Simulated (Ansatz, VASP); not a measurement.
# TiTeS: VASP beside Ansatz, part 2 of 2

Wanted: the spread between two codes on one cell, functional and k mesh. Of the first pair: The structure shown is the start of the Ansatz relaxation below; VASP solves that cell, so the two are compared at the walk's first step.

VASP 6.6.1 and Ansatz 0.2.0.

So far. Step 3 (VASP: single point, PBEsol, start cell, pair 1): The run ends at a pressure of -0.86 GPa, with forces up to 0.14 eV/Å.

### Step 6. VASP: single point, PBEsol, relaxed atoms in a fixed cell, pair 2

Level of this step: PBEsol, no spin polarisation; plane waves and PAW (Ti_sv, S, Te) (VASP).

The same cell, functional, mesh and smearing now go to VASP, with its own data sets.

File INCAR:

```
SYSTEM = TiTeS
PREC = Accurate
ENCUT = 400
EDIFF = 1E-06
NELM = 120
ISMEAR = 1
SIGMA = 0.2
LREAL = .FALSE.
ALGO = Normal
GGA = PS
NBANDS = 18
LASPH = .TRUE.
LORBIT = 11
LWAVE = .FALSE.
LCHARG = .FALSE.
ISIF = 2
LDIPOL = .TRUE.
IDIPOL = 3
DIPOL = 0.5 0.5 0.332
LVHAR = .TRUE.
GGA_COMPAT = .FALSE.
NELMDL = -8
KPAR = 2
```

File POSCAR:

```
TiTeS
1.0
    3.6966466384      0.0000000000      0.0000000000
   -1.8483233192      3.2013898977      0.0000000000
    0.0000000000      0.0000000000     30.0000000000
Ti S Te
1 1 1
Direct
    0.0000000000      0.0000000000      0.3401445356
    0.3333333333      0.6666666667      0.3774008011
    0.6666666667      0.3333333333      0.2791213300
```

File KPOINTS:

```
Automatic mesh
0
Gamma
15 15 1
0 0 0
```

Potentials, in the order of the species: Ti_sv, S and Te (PBE family, release 64).

The run is started by

```bash
$ mpirun -np 2 vasp_std
```

Numbers of over 12 decimals in the logs are rounded to 6 here.

The log of the run:

```text
[banner, memory and clock lines left out]
running    2 mpi-ranks, on    1 nodes
[...]
[... a notice as in an earlier step ...]

 LDA part: xc-table for (Slater+PW92), standard interpolation
 POSCAR, INCAR and KPOINTS ok, starting setup
[...]
entering main loop
       N       E                     dE             d eps       ncg     rms          rms(c)
DAV:   1     0.149698414378E+03    0.14970E+03   -0.93982E+03  1196   0.804E+02
DAV:   2     0.730885641586E+00   -0.14897E+03   -0.14599E+03  1278   0.221E+02
DAV:   3    -0.213481486208E+02   -0.22079E+02   -0.21993E+02  1746   0.769E+01
DAV:   4    -0.223290989378E+02   -0.98095E+00   -0.97761E+00  1338   0.164E+01
[...]
DAV:  27    -0.192099173758E+02   -0.45882E-05   -0.10927E-07   820   0.184E-03    0.171E-03
DAV:  28    -0.192099202259E+02   -0.28501E-05   -0.10247E-07   790   0.125E-03    0.444E-04
DAV:  29    -0.192099211339E+02   -0.90799E-06   -0.19424E-08   632   0.734E-04
   1 F= -.19209921E+02 E0= -.19213997E+02  d E =0.122279E-01
```

OUTCAR, selected parts (step 6):

```text
  Total       -2.3862302     -2.3862302     -0.0075625      0.0000000     -0.0000000      0.0000000
  in kB      -10.7684988    -10.7684988     -0.0341278      0.0000000     -0.0000000      0.0000000
  external PRESSURE =      -7.1903751 kB  Pullay stress =       0.0000000 kB

 POSITION                                       TOTAL-FORCE (eV/Angst)
 -----------------------------------------------------------------------------------
      0.00000      0.00000     10.20434        -0.000000      0.000000      0.002171
     -0.00000      2.13426     11.32202         0.000000     -0.000000      0.022206
      1.84832      1.06713      8.37364        -0.000000      0.000000     -0.024378
 -----------------------------------------------------------------------------------
    total drift:                                0.000000     -0.000000      0.001060

  FREE ENERGIE OF THE ION-ELECTRON SYSTEM (eV)
  ---------------------------------------------------
  free  energy   TOTEN  =       -19.2099211339 eV

  energy  without entropy=      -19.2221490715  energy(sigma->0) =      -19.21399711

[... 2 parts as in an earlier step ...]

[... 1 further part left out ...]
[key lines of the parts left out:]
E-fermi :  -2.6676
```

Methfessel-Paxton smearing is not meant for a cell with a gap.

### Step 7. Differences

What differs besides the data sets and the points named for the pairs above, as far as they apply: the data sets hold 34 valence electrons in Ansatz (on its PAW soft_1 files) and 24 in VASP. Total energies have different zeros and are not compared.

The largest component of a force difference here is 24 meV/Å. Where the cell holds vacuum, a pressure given here is an average over it and none of the material.

### Step 8. Ansatz: relaxation, PBEsol

The two programs are compared at the cell with which this relaxation starts, whose forces are those of its first step.

The structure compared here is the start of the Ansatz relaxation; VASP solves that cell, so the two are compared at the walk's first step.

File input.yaml:

```yaml
crystal:
  lattice:
    - [3.4149973707, 0.0, 0.0]
    - [-1.7074986854, 3.0489427598, 0.0]
    - [0.0, 0.0, 30.0]
  atoms:
    - { symbol: Ti, position: [0.0004709849, 0.0009419698, 0.3394561129] }
    - { symbol: S, position: [0.3313318444, 0.662663689, 0.3812666628] }
    - { symbol: Te, position: [0.6681971706, 0.3363943413, 0.2759438912] }
  periodic: [true, true, false]
kpoints:
  mp_grid: { grid: [15, 15, 1] }
hamiltonian:
  xc: pbesol
  pseudopotentials: { kind: paw, azcp: { folder: soft_1 }, xc_functional: pbe }
scf:
  occupations: { method: methfessel_paxton, width: 0.2 }
output:
  forces: true
  stress: true
  eigenvalues: true
relax:
  adjacent_minimum: "off"
  f_tol: 0.001
  max_steps: 60
```

The run is started by

```bash
$ ansatz run input.yaml --threads 4 --pin off --max-ram 16384MiB --backend cpu --events-out ev --progress --plain --runs-dir out
```

The log of the run:

```text
[...]
Crystal: 3 atoms, lattice volume = 312.364 Å³
Basis set: ecut = 420 eV, 6075 PW (Γ), exchange–correlation on 48×48×432 points (8 copies of the dense FFT grid, shifted against one another)
Bands: 21, of which v1, the nominal top of the filled ones, is band 17 counted from 1 (16 counted from 0)
Symmetry: 2 space group operations
[...]
F+E_penalty+E_count = -10263.47898586 eV   max|allowed force component| = 1.876e-4 eV/Å
  cell:  # Å, volume = 312.3639 Å³
    - [3.4149973707, 2.800145002776152e-11, 0.0]
    - [-1.707498685375, 3.048943, 0.0]
    - [0.0, 0.0, 30.0]
  atoms:
    - { symbol: Ti, position: [0.000628827, 0.00125765, 0.339411] }
    - { symbol: S, position: [0.330356, 0.660713, 0.381596] }
    - { symbol: Te, position: [0.669015, 0.338030, 0.275659] }
[key lines of the parts left out:]
SCF converged after 3 iterations
Free energy (F): -10263.478986 eV
Fermi energy:    -4.851331 eV
P = ½ c Tr σ = 1.1589 N/m
```

### Step 9. VASP: single point, PBEsol, start cell, pair 3

The same cell, functional, mesh and smearing now go to VASP, with its own data sets.

INCAR is that of step 6.

File POSCAR:

```
TiTeS
1.0
    3.4149973707      0.0000000000      0.0000000000
   -1.7074986854      3.0489427598      0.0000000000
    0.0000000000      0.0000000000     30.0000000000
Ti S Te
1 1 1
Direct
    0.0004709829      0.0009419659      0.3394561000
    0.3313319008      0.6626638016      0.3812666667
    0.6681971556      0.3363943113      0.2759439000
```

KPOINTS is that of step 6.

The run is started by

```bash
$ mpirun -np 2 vasp_std
```

The log of the run:

```text
[... set-up lines as in an earlier step ...]
 entering main loop
       N       E                     dE             d eps       ncg     rms          rms(c)
DAV:   1     0.150476236173E+03    0.15048E+03   -0.95519E+03  2832   0.821E+02
DAV:   2     0.780702403995E-01   -0.15040E+03   -0.14669E+03  3006   0.227E+02
DAV:   3    -0.208319850398E+02   -0.20910E+02   -0.20801E+02  4116   0.761E+01
DAV:   4    -0.218197383346E+02   -0.98775E+00   -0.98327E+00  3220   0.163E+01
[...]
DAV:  27    -0.193048078322E+02   -0.43749E-05   -0.12161E-07  2008   0.121E-03    0.346E-04
DAV:  28    -0.193048094785E+02   -0.16463E-05   -0.29144E-08  1846   0.824E-04    0.451E-04
DAV:  29    -0.193048103477E+02   -0.86920E-06   -0.14513E-08  1758   0.489E-04
   1 F= -.19304810E+02 E0= -.19305581E+02  d E =0.231202E-02
```

OUTCAR, selected parts (step 9):

```text
  Total        1.3386382      0.4444525      0.2755968     -0.0000000     -0.1016682      0.0000000
  in kB        6.8661436      2.2796862      1.4135914     -0.0000000     -0.5214764      0.0000000
  external PRESSURE =       3.5198071 kB  Pullay stress =       0.0000000 kB

 POSITION                                       TOTAL-FORCE (eV/Angst)
 -----------------------------------------------------------------------------------
     -0.00000      0.00287     10.18368        -0.000000      0.031176     -0.036953
     -0.00000      2.02042     11.43800         0.000000     -0.051099      0.135923
      1.70750      1.02565      8.27832        -0.000000      0.019923     -0.098970
 -----------------------------------------------------------------------------------
    total drift:                                0.000000     -0.000206     -0.000154

  FREE ENERGIE OF THE ION-ELECTRON SYSTEM (eV)
  ---------------------------------------------------
  free  energy   TOTEN  =       -19.3048103477 eV

  energy  without entropy=      -19.3071223677  energy(sigma->0) =      -19.30558102

[... 3 further parts left out ...]
[key lines of the parts left out:]
E-fermi :  -2.3558
```

The run ends at a pressure of 0.35 GPa, with forces up to 0.15 eV/Å.

### Step 10. Differences

What differs besides the data sets and the points named for the pairs above, as far as they apply: the data sets hold 34 valence electrons in Ansatz (on its PAW soft_1 files) and 24 in VASP. Total energies have different zeros and are not compared.

Forces (eV/Å; atoms numbered as in POSCAR):

```tsv
atom	Ansatz x, y, z	VASP x, y, z
Ti1	0.000, 0.032, -0.037	0.000, 0.031, -0.037
S2	0.000, -0.051, 0.111	0.000, -0.051, 0.136
Te3	0.000, 0.019, -0.074	0.000, 0.020, -0.099
```

The forces differ by 12 meV/Å r.m.s., which is 19.5 % of the r.m.s. force of 0.061 eV/Å (both taken over all components). Where the cell holds vacuum, a pressure given here is an average over it and none of the material.

### Step 11. Summary of results

```json
{"r.m.s. force difference (single point, PBEsol, start cell, pair 1)": "11 meV/Å", "r.m.s. force difference (single point, PBEsol, relaxed atoms in a fixed cell, pair 2)": "11 meV/Å", "r.m.s. force difference (single point, PBEsol, start cell, pair 3)": "12 meV/Å"}
```

What this shows: The r.m.s. force difference is 12 meV/Å (single point, PBEsol, start cell, pair 3), at about the 12 meV/Å picked in this series as the mark of a large difference. The data sets hold unlike numbers of valence electrons (34 in Ansatz and 24 in VASP), so part of the differences may come from the potentials. 9 further pairs of this series are not shown here. How closely two codes agree says nothing of how well the functional describes the real material.

[Lines on the potential files, build, host, timing and source positions are cut from VASP's logs without a mark.]

[Logs are printed without paths, hosts, clocks, repeated set-up lines and the standing remarks that a program may print on its own settings, such as how far it seeks lower states.]

[Hosts, paths, dates, database ids (printed as entryN), source tags and the programs' standing remarks are cut or masked in the printed files.]
